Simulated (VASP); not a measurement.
Here is the system:

```xyz
4
Lattice="3.9463 0.0000 0.0000 0.0000 3.9463 0.0000 0.0000 0.0000 3.9463" Properties=species:S:1:pos:R:3 pbc="T T T"
Ti     0.0000     0.0000     0.0000
Pt     0.0000     1.9731     1.9731
Pt     1.9731     0.0000     1.9731
Pt     1.9731     1.9731     0.0000
```

These are PBE GGA, VASP's PBE PAW potentials (set 64) (plane waves; VASP 6.6.1) values and carry that method's errors. Settings: 520 eV cut-off, 8×8×8 Γ-centred mesh, first-order Methfessel-Paxton smearing of 0.10 eV, potentials Ti_sv Pt.

Unless said otherwise, spin-orbit coupling is left out, though it shifts the bands of the heavy elements here.

### Question
Predict the energy per atom (σ→0), band gap (on the k-mesh) with the smallest direct gap where there is one.

### Answer

- band gap (on the k-mesh) = none (metal, semimetal or under 0.01 eV)
- energy per atom (σ→0) = -7.388 eV/atom

Only differences to runs with the same potentials and settings are physical.

The compound is Pt3Ti in the L1_2 structure. It was relaxed first.
